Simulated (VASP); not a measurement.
Output of a VASP run:

### OUTCAR
```
 ion  position               nearest neighbor table
   1  0.333  0.667  0.250-   2 3.56   2 3.56   2 3.56   2 3.56   2 3.56   2 3.56
   2  0.667  0.333  0.750-   1 3.56   1 3.56   1 3.56   1 3.56   1 3.56   1 3.56
  LATTYP: Found a hexagonal cell.
 ALAT       =     3.6515996844
 C/A-ratio  =     1.5698325379
 Subroutine PRICEL returns:
 Original cell was already a primitive cell.
 Subroutine GETGRP returns: Found 24 space group operations
The static configuration has the point symmetry D_3d.
 The point group associated with its full space group is D_6h.
The dynamic configuration has the point symmetry D_3d.
 Subroutine INISYM returns: Found 24 space group operations
 Subroutine IBZKPT returns following result:
 Found     56 irreducible k-points:

 Following reciprocal coordinates:
            Coordinates               Weight
  0.000000  0.000000  0.000000      1.000000
  0.100000 -0.000000  0.000000      6.000000
  0.200000 -0.000000  0.000000      6.000000
  0.300000 -0.000000  0.000000      6.000000
  0.400000  0.000000  0.000000      6.000000
  0.500000  0.000000  0.000000      3.000000
  0.100000  0.100000  0.000000      6.000000
  0.200000  0.100000  0.000000     12.000000
  0.300000  0.100000  0.000000     12.000000
  0.400000  0.100000  0.000000     12.000000
  0.200000  0.200000  0.000000      6.000000
  0.300000  0.200000  0.000000     12.000000
  0.400000  0.200000  0.000000      6.000000
  0.300000  0.300000  0.000000      6.000000
  0.000000  0.000000  0.166667      2.000000
  0.100000 -0.000000  0.166667     12.000000
  0.200000 -0.000000  0.166667     12.000000
  0.300000 -0.000000  0.166667     12.000000
  0.400000  0.000000  0.166667     12.000000
  0.500000  0.000000  0.166667      6.000000
  0.100000  0.100000  0.166667     12.000000
  0.200000  0.100000  0.166667     24.000000
  0.300000  0.100000  0.166667     24.000000
  0.400000  0.100000  0.166667     24.000000
  0.200000  0.200000  0.166667     12.000000
  0.300000  0.200000  0.166667     24.000000
  0.400000  0.200000  0.166667     12.000000
  0.300000  0.300000  0.166667     12.000000
  0.000000  0.000000  0.333333      2.000000
  0.100000 -0.000000  0.333333     12.000000
  0.200000 -0.000000  0.333333     12.000000
  0.300000 -0.000000  0.333333     12.000000
  0.400000  0.000000  0.333333     12.000000
  0.500000  0.000000  0.333333      6.000000
  0.100000  0.100000  0.333333     12.000000
  0.200000  0.100000  0.333333     24.000000
  0.300000  0.100000  0.333333     24.000000
  0.400000  0.100000  0.333333     24.000000
  0.200000  0.200000  0.333333     12.000000
  0.300000  0.200000  0.333333     24.000000
   k-points           NKPTS =     56   k-points in BZ     NKDIM =     56   number of bands    NBANDS=     13
   number of dos      NEDOS =    301   number of ions     NIONS =      2
   total plane-waves  NPLWV =  23040
   dimension x,y,z NGX =    24 NGY =   24 NGZ =   40
   dimension x,y,z NGXF=    48 NGYF=   48 NGZF=   80
   ions per type =               2
   PREC   = accura    normal or accurate (medium, high low for compatibility)
   ISTART =      0    job   : 0-new  1-cont  2-samecut
   ICHARG =      2    charge: 1-file 2-atom 10-const
   ISPIN  =      1    spin polarized calculation?
   LNONCOLLINEAR =      F non collinear calculations
   LSORBIT =      F    spin-orbit coupling
   INIWAV =      1    electr: 0-lowe 1-rand  2-diag
   ENCUT  =  400.0 eV  29.40 Ry    5.42 a.u.   5.95  5.95  9.35*2*pi/ulx,y,z
   NELM   =    100;   NELMIN=  2; NELMDL= -5     # of ELM steps
   EDIFF  = 0.1E-05   stopping-criterion for ELM
   LREAL  =      F    real-space projection
   NLSPLINE    = F    spline interpolate recip. space projectors
   LMAXMIX     =    6 max onsite mixed and CHGCAR
   VOSKOWN=      0    Vosko Wilk Nusair interpolation
   EDIFFG = 0.1E-04   stopping-criterion for IOM
   NSW    =      0    number of steps for IOM
...
```

OSZICAR:
```
       N       E                     dE             d eps       ncg     rms          rms(c)
DAV:   1     0.560734178016E+02    0.56073E+02   -0.76789E+03  1720   0.107E+03
DAV:   2    -0.545740552154E+01   -0.61531E+02   -0.60244E+02  2170   0.442E+02
DAV:   3    -0.882919631054E+01   -0.33718E+01   -0.31871E+01  2449   0.718E+01
DAV:   4    -0.900422412082E+01   -0.17503E+00   -0.16392E+00  2600   0.104E+01
DAV:   5    -0.900839636224E+01   -0.41722E-02   -0.41597E-02  2472   0.163E+00    0.229E+01
DAV:   6    -0.900303164993E+01    0.53647E-02   -0.29539E-02  2424   0.215E+00    0.137E+01
DAV:   7    -0.900897744423E+01   -0.59458E-02   -0.54466E-02  2324   0.302E+00    0.300E-01
DAV:   8    -0.900864228873E+01    0.33516E-03   -0.33621E-03  2180   0.599E-01    0.554E-02
DAV:   9    -0.900866323235E+01   -0.20944E-04   -0.22390E-04  2448   0.171E-01    0.338E-02
DAV:  10    -0.900865679089E+01    0.64415E-05   -0.33120E-05  2464   0.606E-02    0.481E-02
DAV:  11    -0.900865743010E+01   -0.63921E-06   -0.29583E-06  1777   0.172E-02
   1 F= -.90086574E+01 E0= -.90100948E+01  d E =0.431202E-02
```

File OUTCAR:
```
------------------------ aborting loop because EDIFF is reached ----------------------------------------
  FORCE on cell =-STRESS in cart. coord.  units (eV):
  Direction    XX          YY          ZZ          XY          YZ          ZX
  --------------------------------------------------------------------------------------
  Total       -0.7410389     -0.7410387     -1.1936145      0.0000000      0.0000000      0.0000000
  in kB      -17.9356912    -17.9356871    -28.8895773      0.0000000      0.0000000      0.0000000
  external PRESSURE =     -21.5869852 kB  Pullay stress =       0.0000000 kB
  volume of cell :       66.20
      direct lattice vectors                 reciprocal lattice vectors
     1.825800000 -3.162378000  0.000000000     0.273852558 -0.158108866  0.000000000
     1.825800000  3.162378000  0.000000000     0.273852558  0.158108866  0.000000000
     0.000000000  0.000000000  5.732400000     0.000000000  0.000000000  0.174447003
 POSITION                                       TOTAL-FORCE (eV/Angst)
 -----------------------------------------------------------------------------------
      1.82580      1.05413      1.43310         0.000000      0.000000      0.000000
      1.82580     -1.05413      4.29930        -0.000000     -0.000000      0.000000
 -----------------------------------------------------------------------------------
    total drift:                                0.000003      0.000095     -0.000011
  FREE ENERGIE OF THE ION-ELECTRON SYSTEM (eV)
  ---------------------------------------------------
  free  energy   TOTEN  =        -9.0086574301 eV

  energy  without entropy=       -9.0129694462  energy(sigma->0) =       -9.01009477
```
(Selected blocks of OUTCAR.)

POSCAR:
```
Ho
1
    1.8258000000    -3.1623780000     0.0000000000
    1.8258000000     3.1623780000     0.0000000000
    0.0000000000     0.0000000000     5.7324000000
Ho
2
Direct
  0.3333330000   0.6666670000   0.2500000000
  0.6666670000   0.3333330000   0.7500000000
```

**Question.** Reconstruct the remaining input files.

**Answer.** This is not unique; one that fits is the input of the run itself, PBE GGA, plane waves, VASP's PBE PAW potentials (set 64).

### INCAR
```
SYSTEM = Ho
PREC = Accurate
ENCUT = 400
EDIFF = 1E-6
NELM = 100
ALGO = Normal
LREAL = .FALSE.
LASPH = .TRUE.
ISMEAR = 1
SIGMA = 0.1
GGA = PE
LMAXMIX = 6
LWAVE = .FALSE.
LCHARG = .FALSE.
ISIF = 2
```

KPOINTS:
```
K-points
0
Gamma
  10 10 6
```

POTCAR, in this order: Ho_3 (PBE.64 set). Program: vasp_std.

The 4f electrons are frozen in the core of the lanthanide potential, so 4f levels, which can set the real gap, and their magnetism are missing.

The compound is Ho in the hcp structure. The cell was not relaxed at this level.
